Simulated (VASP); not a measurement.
All values below come from PBEsol GGA, VASP's PBE PAW potentials (set 64) (plane waves; VASP).

Input for VASP

### INCAR
```
SYSTEM = MnO
PREC = Accurate; ENCUT = 520; LREAL = .FALSE.
LASPH = .TRUE.
EDIFF = 1E-6; NELM = 100; ALGO = Normal
LMAXMIX = 4
ISMEAR = 1; SIGMA = 0.1
GGA = PS
MAGMOM = 2*4.0 2*0.0
ISPIN = 2
IBRION = 2; NSW = 60; ISIF = 3
EDIFFG = -0.02
LWAVE = .FALSE.; LCHARG = .FALSE.; LORBIT = 10
```

KPOINTS:
```
Automatic mesh
0
Gamma
9 9 5
0 0 0
```

POSCAR:
```
MnO
1
    3.3881039599     0.0000000185    -0.0000000000
   -1.6940514483     2.9341836293    -0.0000000000
   -0.0000000000     0.0000000000     5.3490447282
Mn O
2 2
Direct
  0.6666670000   0.3333330000   0.0059642956
  0.3333330000   0.6666670000   0.5059642956
  0.6666670000   0.3333330000   0.6192357044
  0.3333330000   0.6666670000   0.1192357044
```

POTCAR, in this order: Mn_pv O (PBE.64 set). Program: vasp_std.

What VASP printed:

OSZICAR:
```
       N       E                     dE             d eps       ncg     rms          rms(c)
DAV:   1     0.448855496048E+03    0.44886E+03   -0.22123E+04  3904   0.168E+03
DAV:   2     0.342118203136E+01   -0.44543E+03   -0.42286E+03  4025   0.476E+02
DAV:   3    -0.383565035335E+02   -0.41778E+02   -0.40678E+02  4170   0.151E+02
DAV:   4    -0.393773994262E+02   -0.10209E+01   -0.10118E+01  4173   0.246E+01
DAV:   5    -0.393904089414E+02   -0.13010E-01   -0.13003E-01  4150   0.306E+00    0.217E+01
DAV:   6    -0.351194298146E+02    0.42710E+01   -0.41889E+01  4706   0.580E+01    0.206E+01
DAV:   7    -0.343240702668E+02    0.79536E+00   -0.50824E+00  4122   0.292E+01    0.127E+01
DAV:   8    -0.343532127539E+02   -0.29142E-01   -0.66077E-01  4129   0.524E+00    0.742E+00
DAV:   9    -0.343097091290E+02    0.43504E-01   -0.14738E-01  4218   0.348E+00    0.175E+00
DAV:  10    -0.343175860565E+02   -0.78769E-02   -0.30503E-02  4167   0.184E+00    0.673E-01
DAV:  11    -0.343203063485E+02   -0.27203E-02   -0.42447E-03  4116   0.648E-01    0.185E-01
DAV:  12    -0.343205971372E+02   -0.29079E-03   -0.32178E-04  4644   0.170E-01    0.687E-02
DAV:  13    -0.343206221793E+02   -0.25042E-04   -0.50970E-05  4240   0.604E-02    0.511E-02
DAV:  14    -0.343206492581E+02   -0.27079E-04   -0.48224E-05  4075   0.464E-02    0.216E-02
DAV:  15    -0.343206493453E+02   -0.87171E-07   -0.52300E-06  3904   0.172E-02
   1 F= -.34320649E+02 E0= -.34320619E+02  d E =-.343206E+02  mag=     9.9986
       N       E                     dE             d eps       ncg     rms          rms(c)
DAV:   1    -0.343217897467E+02   -0.11405E-02   -0.41508E-02  3924   0.187E+00    0.256E-01
DAV:   2    -0.343210423896E+02    0.74736E-03   -0.26116E-03  4098   0.609E-01    0.185E-01
DAV:   3    -0.343209141484E+02    0.12824E-03   -0.17800E-04  4276   0.126E-01    0.883E-02
DAV:   4    -0.343208157796E+02    0.98369E-04   -0.90956E-05  4462   0.853E-02    0.338E-02
DAV:   5    -0.343208068353E+02    0.89443E-05   -0.29184E-05  4245   0.441E-02    0.135E-02
DAV:   6    -0.343208069086E+02   -0.73254E-07   -0.24531E-06  3530   0.138E-02
   2 F= -.34320807E+02 E0= -.34320780E+02  d E =-.157563E-03  mag=     9.9990
```

File OUTCAR:
```
------------------------ aborting loop because EDIFF is reached ----------------------------------------
  FORCE on cell =-STRESS in cart. coord.  units (eV):
  Direction    XX          YY          ZZ          XY          YZ          ZX
  --------------------------------------------------------------------------------------
  Total        0.0268651      0.0268651     -0.0301448      0.0000000     -0.0000000      0.0000000
  in kB        0.8088439      0.8088436     -0.9075885      0.0000002     -0.0000000      0.0000000
  external PRESSURE =       0.2366997 kB  Pullay stress =       0.0000000 kB
  volume of cell :       53.21
      direct lattice vectors                 reciprocal lattice vectors
     3.391155570  0.000000019 -0.000000000     0.294884731  0.170251753  0.000000000
    -1.695577252  2.936826400 -0.000000000    -0.000000002  0.340503612  0.000000000
     0.000000000  0.000000000  5.343278501    -0.000000000  0.000000000  0.187151016
 POSITION                                       TOTAL-FORCE (eV/Angst)
 -----------------------------------------------------------------------------------
      1.69558      0.97894      0.03163        -0.000000      0.000000      0.011922
     -0.00000      1.95789      2.70327         0.000000     -0.000000      0.011922
      1.69558      0.97894      3.30899         0.000000      0.000000     -0.011922
     -0.00000      1.95789      0.63735        -0.000000     -0.000000     -0.011922
 -----------------------------------------------------------------------------------
    total drift:                                0.000684     -0.000395     -0.000954
  FREE ENERGIE OF THE ION-ELECTRON SYSTEM (eV)
  ---------------------------------------------------
  free  energy   TOTEN  =       -34.3208069086 eV

  energy  without entropy=      -34.3207260012  energy(sigma->0) =      -34.32077994

 total charge

# of ion       s       p       d       tot
------------------------------------------
    1        0.241   6.229   4.948  11.419
    2        0.241   6.229   4.948  11.419
    3        1.551   3.437   0.000   4.988
    4        1.551   3.437   0.000   4.988
--------------------------------------------------
tot          3.583  19.333   9.896  32.813

 magnetization (x)

# of ion       s       p       d       tot
------------------------------------------
    1        0.037   0.062   4.312   4.411
    2        0.037   0.062   4.312   4.411
    3        0.020   0.179   0.000   0.199
    4        0.020   0.179   0.000   0.199
--------------------------------------------------
tot          0.113   0.482   8.625   9.219

 reached required accuracy - stopping structural energy minimisation
```
(Selected blocks of OUTCAR.)

File CONTCAR:
```
MnO
   1.00000000000000
     3.3911555698622720    0.0000000190862518   -0.0000000000000000
    -1.6955772523090091    2.9368263995099553   -0.0000000000000000
     0.0000000000000000    0.0000000000000000    5.3432785005865275
  Mn              O
     2     2
Direct
     0.6666669999999968    0.3333330000000032    0.0059194620102126
     0.3333330000000032    0.6666669999999968    0.5059194620102127
     0.6666669999999968    0.3333330000000032    0.6192805379897869
     0.3333330000000032    0.6666669999999968    0.1192805379897869
```

The moments were started parallel, and other spin orders were not tried in this run.

The structure was generated: MnO was put into the wurtzite type (P6_3mc), which need not be its known phase. This run relaxes it. Symmetry was kept, so distortions that lower it aren't found. The start is the result of an earlier pass.
